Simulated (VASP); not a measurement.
Input of a VASP 6.6.1 run:

Contents of INCAR:

```
SYSTEM = ZnCo
ALGO = Fast ; EDIFF = 1E-7
ENCUT = 520 ; GGA = CA
ISIF = 2 ; ISMEAR = -1
ISPIN = 2 ; LASPH = .TRUE.
LCHARG = .TRUE. ; LELF = .TRUE.
LMAXMIX = 4 ; LORBIT = 11
LREAL = .FALSE. ; LVHAR = .TRUE.
LWAVE = .FALSE. ; MAGMOM = 0 2.5
NBANDS = 22 ; NELM = 150
PREC = Accurate ; SIGMA = 0.05
```

Contents of KPOINTS:

```
k-points
0
G
  11 11 6
  0 0 0
```

File POSCAR:

```
ZnCo
1.0
    2.6072238100      0.0000000000      0.0000000000
   -1.3036119100      2.2579220500      0.0000000000
    0.0000000000      0.0000000000      4.1716830000
Zn Co
1 1
Direct
    0.6666666723      0.3333333319      0.0000000000
    0.0000000000      0.0000000000      0.5000000000
```

Potentials or basis: VASP PAW LDA potentials, release 64 (Zn, Co).

Run with:

```sh
$ cat potpaw_LDA.64/Zn/POTCAR potpaw_LDA.64/Co/POTCAR > POTCAR
$ mpirun -np 1 vasp_std > vasp.out
```

Q: Estimate the band gap on the k mesh.

A: None (metal or under the smearing width).

Q: Estimate the pressure.

A: -14.2 GPa.

Q: Predict the site moments.

A: Zn -0.03; Co +1.24 μB.

Stress tensor (GPa, compression positive):
```
-14.05   0.00   0.00
  0.00 -14.05   0.00
  0.00   0.00 -14.39
```
